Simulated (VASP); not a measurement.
Computed with vdW-DF2, VASP's PBE PAW potentials (set 64) (plane waves; VASP).

VASP ran on this input.

**INCAR**
```
! general
SYSTEM    =  Zr
PREC      =  Accurate
ENCUT     =  520   ! plane-wave cut-off (eV)
LREAL     =  .False.   ! projection in real space or not
LASPH     =  .True.   ! aspherical one-centre terms

! electronic loop
EDIFF     =  1E-7
NELM      =  100
ALGO      =  Normal   ! blocked Davidson
LMAXMIX   =  4   ! l cut-off of mixed one-centre charges

! smearing
ISMEAR    =  -5   ! tetrahedra, Bloechl

! functional
GGA       =  ML
LUSE_VDW  =  .True.
AGGAC     =  0.0
ZAB_VDW   =  -1.8867

! ions
ISIF      =  2   ! forces and stress, cell fixed

! output
LWAVE     =  .False.
LCHARG    =  .True.
LORBIT    =  11   ! lm-projected
NEDOS     =  601
```

KPOINTS:
```
Automatic mesh
0
Gamma
14 14 8
0 0 0
```

File POSCAR:
```
Zr
1.0
  1.6456770727  -2.8503962456   0.0000000000
  1.6456770727   2.8503962456   0.0000000000
  0.0000000000   0.0000000000   5.2527674650
Zr
2
Cartesian
  1.6456770727   0.9501339821   1.3131918662
  1.6456770727  -0.9501339821   3.9395755987
```

POTCAR, in this order: Zr_sv (PBE.64 set). Program: vasp_std.

The resulting files:

### OUTCAR
```
 ion  position               nearest neighbor table
   1  0.333  0.667  0.250-   2 3.24   2 3.24   2 3.24   2 3.24   2 3.24   2 3.24
   2  0.667  0.333  0.750-   1 3.24   1 3.24   1 3.24   1 3.24   1 3.24   1 3.24
  LATTYP: Found a hexagonal cell.
 ALAT       =     3.2913540959
 C/A-ratio  =     1.5959290043
 Subroutine PRICEL returns:
 Original cell was already a primitive cell.
 Subroutine GETGRP returns: Found 24 space group operations
The static configuration has the point symmetry D_3d.
 The point group associated with its full space group is D_6h.
The dynamic configuration has the point symmetry D_3d.
 Subroutine INISYM returns: Found 24 space group operations
 Subroutine IBZKPT returns following result:
 Found    120 irreducible k-points:

 Following reciprocal coordinates:
            Coordinates               Weight
  0.000000  0.000000  0.000000      1.000000
  0.071429  0.000000  0.000000      6.000000
  0.142857 -0.000000  0.000000      6.000000
  0.214286  0.000000  0.000000      6.000000
  0.285714  0.000000  0.000000      6.000000
  0.357143  0.000000  0.000000      6.000000
  0.428571  0.000000  0.000000      6.000000
  0.500000  0.000000  0.000000      3.000000
  0.071429  0.071429  0.000000      6.000000
  0.142857  0.071429  0.000000     12.000000
  0.214286  0.071429  0.000000     12.000000
  0.285714  0.071429  0.000000     12.000000
  0.357143  0.071429  0.000000     12.000000
  0.428571  0.071429  0.000000     12.000000
  0.142857  0.142857  0.000000      6.000000
  0.214286  0.142857  0.000000     12.000000
  0.285714  0.142857  0.000000     12.000000
  0.357143  0.142857  0.000000     12.000000
  0.428571  0.142857  0.000000      6.000000
  0.214286  0.214286  0.000000      6.000000
  0.285714  0.214286  0.000000     12.000000
  0.357143  0.214286  0.000000     12.000000
  0.285714  0.285714  0.000000      6.000000
  0.357143  0.285714  0.000000      6.000000
  0.000000  0.000000  0.125000      2.000000
  0.071429  0.000000  0.125000     12.000000
  0.142857 -0.000000  0.125000     12.000000
  0.214286  0.000000  0.125000     12.000000
  0.285714  0.000000  0.125000     12.000000
  0.357143  0.000000  0.125000     12.000000
  0.428571  0.000000  0.125000     12.000000
  0.500000  0.000000  0.125000      6.000000
  0.071429  0.071429  0.125000     12.000000
  0.142857  0.071429  0.125000     24.000000
  0.214286  0.071429  0.125000     24.000000
  0.285714  0.071429  0.125000     24.000000
  0.357143  0.071429  0.125000     24.000000
  0.428571  0.071429  0.125000     24.000000
  0.142857  0.142857  0.125000     12.000000
  0.214286  0.142857  0.125000     24.000000
   k-points           NKPTS =    120   k-points in BZ     NKDIM =    120   number of bands    NBANDS=     16
   number of dos      NEDOS =    601   number of ions     NIONS =      2
   total plane-waves  NPLWV =  23040
   dimension x,y,z NGX =    24 NGY =   24 NGZ =   40
   dimension x,y,z NGXF=    48 NGYF=   48 NGZF=   80
   ions per type =               2
   PREC   = accura    normal or accurate (medium, high low for compatibility)
   ISTART =      0    job   : 0-new  1-cont  2-samecut
   ICHARG =      2    charge: 1-file 2-atom 10-const
   ISPIN  =      1    spin polarized calculation?
   LNONCOLLINEAR =      F non collinear calculations
   LSORBIT =      F    spin-orbit coupling
   INIWAV =      1    electr: 0-lowe 1-rand  2-diag
   ENCUT  =  520.0 eV  38.22 Ry    6.18 a.u.   6.12  6.12  9.77*2*pi/ulx,y,z
   NELM   =    100;   NELMIN=  2; NELMDL= -5     # of ELM steps
   EDIFF  = 0.1E-06   stopping-criterion for ELM
   LREAL  =      F    real-space projection
...
```

### OSZICAR
```
       N       E                     dE             d eps       ncg     rms          rms(c)
DAV:   1     0.224718887390E+03    0.22472E+03   -0.13567E+04  3840   0.148E+03
DAV:   2     0.401255408788E+01   -0.22071E+03   -0.21900E+03  4808   0.411E+02
DAV:   3    -0.105161189359E+02   -0.14529E+02   -0.14494E+02  7448   0.777E+01
DAV:   4    -0.107722476799E+02   -0.25613E+00   -0.25613E+00  4096   0.118E+01
DAV:   5    -0.107806129452E+02   -0.83653E-02   -0.83672E-02  6216   0.135E+00    0.126E+01
DAV:   6    -0.103303314814E+02    0.45028E+00   -0.84003E-01  3968   0.818E+00    0.498E+00
DAV:   7    -0.102630309101E+02    0.67301E-01   -0.51841E-01  5368   0.586E+00    0.105E+00
DAV:   8    -0.102740771055E+02   -0.11046E-01   -0.42607E-02  5088   0.179E+00    0.208E-01
DAV:   9    -0.102740519091E+02    0.25196E-04   -0.13929E-03  4256   0.393E-01    0.488E-02
DAV:  10    -0.102739861931E+02    0.65716E-04   -0.42705E-05  5664   0.652E-02    0.205E-02
DAV:  11    -0.102739859415E+02    0.25153E-06   -0.14533E-05  4120   0.424E-02    0.787E-03
DAV:  12    -0.102739867808E+02   -0.83923E-06   -0.49755E-07  5224   0.610E-03    0.409E-03
DAV:  13    -0.102739867088E+02    0.71922E-07   -0.43137E-08  2616   0.273E-03
   1 F= -.10273987E+02 E0= -.10273987E+02  d E =0.000000E+00
```

**OUTCAR**
```
------------------------ aborting loop because EDIFF is reached ----------------------------------------
  FORCE on cell =-STRESS in cart. coord.  units (eV):
  Direction    XX          YY          ZZ          XY          YZ          ZX
  --------------------------------------------------------------------------------------
  Total       -0.0507132     -0.0507132      0.0405039      0.0000000      0.0000000      0.0000000
  in kB       -1.6487832     -1.6487831      1.3168578      0.0000000      0.0000000      0.0000000
  external PRESSURE =      -0.6602361 kB  Pullay stress =       0.0000000 kB
  volume of cell :       49.28
      direct lattice vectors                 reciprocal lattice vectors
     1.645677073 -2.850396246  0.000000000     0.303826315 -0.175414208  0.000000000
     1.645677073  2.850396246  0.000000000     0.303826315  0.175414208  0.000000000
     0.000000000  0.000000000  5.252767465     0.000000000  0.000000000  0.190375836
 POSITION                                       TOTAL-FORCE (eV/Angst)
 -----------------------------------------------------------------------------------
      1.64568      0.95013      1.31319        -0.000000      0.000000      0.000000
      1.64568     -0.95013      3.93958         0.000000      0.000000      0.000000
 -----------------------------------------------------------------------------------
    total drift:                               -0.000158      0.001152     -0.000020
  FREE ENERGIE OF THE ION-ELECTRON SYSTEM (eV)
  ---------------------------------------------------
  free  energy   TOTEN  =       -10.2739867088 eV

  energy  without entropy=      -10.2739867088  energy(sigma->0) =      -10.27398671

 total charge

# of ion       s       p       d       tot
------------------------------------------
    1        2.225   5.951   1.608   9.785
    2        2.225   5.951   1.608   9.785
--------------------------------------------------
tot          4.451  11.902   3.216  19.569
```
(Selected blocks of OUTCAR.)

For a metal the tetrahedron method with Blöchl corrections gives inexact stress and forces.

The compound is Zr in the hcp structure. It was relaxed first, which changed the volume by +6 %.
